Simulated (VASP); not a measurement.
Computed with PBE GGA with D3 dispersion (Becke-Johnson damping), VASP's PBE PAW potentials (set 64) (plane waves; VASP).

VASP ran on this input.

KPOINTS:
```
k-points along high-symmetry lines
10
Line-mode
Reciprocal
  0.000000   0.000000   0.000000 ! GAMMA
  0.000000   0.500000   0.000000 ! M

  0.000000   0.500000   0.000000 ! M
 -0.333333   0.666667   0.000000 ! K

 -0.333333   0.666667   0.000000 ! K
  0.000000   0.000000   0.000000 ! GAMMA

  0.000000   0.000000   0.000000 ! GAMMA
  0.000000   0.000000   0.500000 ! A

  0.000000   0.000000   0.500000 ! A
  0.000000   0.500000   0.500000 ! L

  0.000000   0.500000   0.500000 ! L
 -0.333333   0.666667   0.500000 ! H

 -0.333333   0.666667   0.500000 ! H
  0.000000   0.000000   0.500000 ! A

  0.000000   0.500000   0.500000 ! L
  0.000000   0.500000   0.000000 ! M

 -0.333333   0.666667   0.500000 ! H
 -0.333333   0.666667   0.000000 ! K
```

**INCAR**
```
# general
SYSTEM =Re
PREC   =Accurate
ENCUT  =520
LREAL  =F   # projection in real space or not
LASPH  =T   # aspherical one-centre terms
ICHARG =11

# electronic loop
EDIFF  =1E-7
NELM   =100   # most electronic steps
ALGO   =Normal   # blocked Davidson
LMAXMIX=6   # l cut-off of mixed one-centre charges

# smearing
ISMEAR =0
SIGMA  =0.05

# functional
GGA    =PE
IVDW   =12

# output
LWAVE  =F
LCHARG =F
LORBIT =11
```

File POSCAR:
```
Re
4.4581060
  0.3089824398  -0.5351732588   0.0000000000
  0.3089824398   0.5351732588   0.0000000000
  0.0000000000   0.0000000000   0.9999999985
Re
2
direct
  0.3333330000   0.6666670000   0.2500000000
  0.6666670000   0.3333330000   0.7500000000
```

POTCAR, in this order: Re (PBE.64 set). Program: vasp_std. Read from the step before: CHGCAR.

The resulting files:

OSZICAR:
```
       N       E                     dE             d eps       ncg     rms          rms(c)
DAV:   1     0.281905233841E+02    0.28191E+02   -0.69715E+03  3541   0.158E+03
DAV:   2    -0.185420619990E+02   -0.46733E+02   -0.40149E+02  3178   0.305E+02
DAV:   3    -0.242962278056E+02   -0.57542E+01   -0.46203E+01  3275   0.233E+02
DAV:   4    -0.247019552108E+02   -0.40573E+00   -0.32861E+00  3595   0.271E+01
DAV:   5    -0.247276480483E+02   -0.25693E-01   -0.23020E-01  3398   0.470E+00
DAV:   6    -0.247312227734E+02   -0.35747E-02   -0.23360E-02  3478   0.868E-01
DAV:   7    -0.247313955200E+02   -0.17275E-03   -0.17130E-03  3380   0.214E-01
DAV:   8    -0.263333892109E+02   -0.16020E+01   -0.16020E+01  3328   0.461E-02
DAV:   9    -0.247270801029E+02    0.16063E+01   -0.85586E+00  3050   0.304E+00
DAV:  10    -0.248096478708E+02   -0.82568E-01   -0.77187E-01  2700   0.754E-03
DAV:  11    -0.247260240502E+02    0.83624E-01   -0.57479E+00  2410   0.217E+00
DAV:  12    -0.247303112401E+02   -0.42872E-02   -0.29120E-08  2127   0.113E-03
DAV:  13    -0.247304935046E+02   -0.18226E-03   -0.18115E-03  1871   0.253E-02
DAV:  14    -0.247311828613E+02   -0.68936E-03   -0.83804E-05  1666   0.526E-03
DAV:  15    -0.247313984624E+02   -0.21560E-03   -0.20236E-03  1579   0.848E-02
DAV:  16    -0.247314199680E+02   -0.21506E-04   -0.21410E-04  1554   0.544E-03
DAV:  17    -0.247314210019E+02   -0.10339E-05   -0.10343E-05  1493   0.129E-03
DAV:  18    -0.247314211123E+02   -0.11038E-06   -0.10904E-06  1455   0.913E-04
DAV:  19    -0.247314211234E+02   -0.11147E-07   -0.12434E-07  1434   0.576E-04
   1 F= -.26047884E+02 E0= -.26045929E+02  d E =-.391116E-02
```

OUTCAR:
```
 val. band max:        7.9532184294   @ k =  -0.2963   0.5926   0.5000

 cond. band min:       7.9935083485   @ k =   0.0000   0.1111   0.0000



 k-point     1 :       0.0000    0.0000    0.0000
  band No.  band energies     occupation
      1      -1.9578      2.00000
      2       1.2808      2.00000
      3       6.3237      2.00000
      4       6.3515      2.00000
      5       6.3515      2.00000
      6       7.1878      2.00000
      7       7.1878      2.00000
      8       8.1451      0.00000
      9       8.1451      0.00000
     10       8.5410      0.00000
     11      11.3225      0.00000

 k-point     2 :       0.0000    0.0556    0.0000
  band No.  band energies     occupation
      1      -1.8300      2.00000
      2       1.4016      2.00000
      3       5.9738      2.00000
      4       6.4685      2.00000
      5       6.6581      2.00000
      6       7.0949      2.00000
      7       7.2985      2.00000
      8       7.8737      1.99708
      9       8.0449      0.06202
     10       8.2298      0.00000
     11      11.3910      0.00000

 k-point     3 :       0.0000    0.1111    0.0000
  band No.  band energies     occupation
      1      -1.4577      2.00000
      2       1.7413      2.00000
      3       5.5472      2.00000
      4       6.7860      2.00000
      5       6.8154      2.00000
      6       6.9422      2.00000
      7       7.0688      2.00000
      8       7.6257      2.00000
      9       7.7817      2.00000
     10       7.9935      0.67980
     11      11.5597      0.00000

 k-point     4 :       0.0000    0.1667    0.0000
  band No.  band energies     occupation
      1      -0.8756      2.00000
      2       2.2139      2.00000
      3       5.1299      2.00000
      4       5.9255      2.00000
      5       6.4678      2.00000
      6       7.3794      2.00000
      7       7.4309      2.00000
      8       7.5209      2.00000
      9       7.7281      2.00000
     10       8.1544      0.00000
...
```

The density is held fixed in this step, so its total energy and stress have no physical meaning. Unless said otherwise, spin-orbit coupling is left out, though it shifts the bands of the heavy elements here.

The compound is Re in the hcp structure. It was relaxed first.
